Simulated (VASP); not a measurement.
VASP input:

### INCAR
```
SYSTEM = Ni
PREC = Accurate
ENCUT = 400
EDIFF = 1E-6
NELM = 100
ALGO = Normal
LREAL = .FALSE.
LASPH = .TRUE.
ISMEAR = 0
SIGMA = 0.001
GGA = PE
LMAXMIX = 4
ISPIN = 2
MAGMOM = 0.8
LORBIT = 10
LWAVE = .FALSE.
LCHARG = .FALSE.
ISIF = 2
```

KPOINTS:
```
Automatic mesh
0
Gamma
4 4 4
0 0 0
```

POSCAR:
```
Ni
1
    0.0000000000     1.7952000000     1.7952000000
    1.7952000000     0.0000000000     1.7952000000
    1.7952000000     1.7952000000     0.0000000000
Ni
1
Direct
  0.0000000000   0.0000000000   0.0000000000
```

POTCAR, in this order: Ni (PBE.64 set). Program: vasp_std.

The resulting files:

**standard output**
```
 POSCAR found type information on POSCAR Ni
 POSCAR found :  1 types and       1 ions
 Reading from existing POTCAR
 Reading from existing POTCAR
 LDA part: xc-table for (Slater+PW92), standard interpolation
 POSCAR, INCAR and KPOINTS ok, starting setup
 WAVECAR not read
 entering main loop
       N       E                     dE             d eps       ncg     rms          rms(c)
DAV:   1     0.179343059900E+02    0.17934E+02   -0.40053E+03   288   0.109E+03
DAV:   2    -0.626716335222E+01   -0.24201E+02   -0.23297E+02   305   0.150E+02
DAV:   3    -0.650428181206E+01   -0.23712E+00   -0.23660E+00   381   0.195E+01
DAV:   4    -0.650622372083E+01   -0.19419E-02   -0.19410E-02   353   0.144E+00
DAV:   5    -0.650628570760E+01   -0.61987E-04   -0.61987E-04   373   0.199E-01    0.936E+00
DAV:   6    -0.598841000646E+01    0.51788E+00   -0.17848E+01   295   0.669E+01    0.692E+00
DAV:   7    -0.553045344906E+01    0.45796E+00   -0.39293E+00   296   0.286E+01    0.196E+00
DAV:   8    -0.550934905600E+01    0.21104E-01   -0.66076E-02   315   0.334E+00    0.843E-01
DAV:   9    -0.550577182190E+01    0.35772E-02   -0.57580E-03   383   0.877E-01    0.224E-01
DAV:  10    -0.550514950412E+01    0.62232E-03   -0.74920E-04   318   0.220E-01    0.723E-02
DAV:  11    -0.550512906034E+01    0.20444E-04   -0.25235E-05   354   0.675E-02    0.514E-02
DAV:  12    -0.550512945049E+01   -0.39015E-06   -0.16806E-06   226   0.124E-02
   1 F= -.55051295E+01 E0= -.55051154E+01  d E =-.280876E-04  mag=     0.5937
```

**OUTCAR**
```
------------------------ aborting loop because EDIFF is reached ----------------------------------------
  FORCE on cell =-STRESS in cart. coord.  units (eV):
  Direction    XX          YY          ZZ          XY          YZ          ZX
  --------------------------------------------------------------------------------------
  Total       -1.0724859     -1.0724859     -1.0724859     -0.0000000     -0.0000000      0.0000000
  in kB     -148.5024603   -148.5024603   -148.5024603     -0.0000000     -0.0000000      0.0000000
  external PRESSURE =    -148.5024603 kB  Pullay stress =       0.0000000 kB
  volume of cell :       11.57
      direct lattice vectors                 reciprocal lattice vectors
     0.000000000  1.795200000  1.795200000    -0.278520499  0.278520499  0.278520499
     1.795200000  0.000000000  1.795200000     0.278520499 -0.278520499  0.278520499
     1.795200000  1.795200000  0.000000000     0.278520499  0.278520499 -0.278520499
 POSITION                                       TOTAL-FORCE (eV/Angst)
 -----------------------------------------------------------------------------------
      0.00000      0.00000      0.00000         0.000000      0.000000      0.000000
 -----------------------------------------------------------------------------------
    total drift:                                0.000000     -0.000000      0.000000
  FREE ENERGIE OF THE ION-ELECTRON SYSTEM (eV)
  ---------------------------------------------------
  free  energy   TOTEN  =        -5.5051294505 eV

  energy  without entropy=       -5.5051013629  energy(sigma->0) =       -5.50511541

 total charge

# of ion       s       p       d       tot
------------------------------------------
    1        0.461   0.458   8.279   9.198

 magnetization (x)

# of ion       s       p       d       tot
------------------------------------------
    1       -0.013  -0.024   0.651   0.614
```
(Selected blocks of OUTCAR.)

Problem. The run ends quietly. Is anything wrong with it?

Solution. The cause: a metal was run with a tiny SIGMA on a coarse mesh. The run ends without an error. Against the sound run, the energy per atom (σ→0) decreases by 0.055 eV/atom; the pressure falls by 3.87 GPa; the cell moment drops by 0.04 μB. To mend it, set ISMEAR = 1, set SIGMA = 0.1, correct KPOINTS.
File KPOINTS:
```
Automatic mesh
0
Gamma
13 13 13
0 0 0
```
The mended run (PBE GGA, plane waves, VASP's PBE PAW potentials (set 64)) converges, and its OSZICAR ends with
```
   1 F= -.54502464E+01 E0= -.54502860E+01  d E =0.119024E-03  mag=     0.6314
```

The compound is Ni in the fcc structure. The cell was not relaxed at this level.
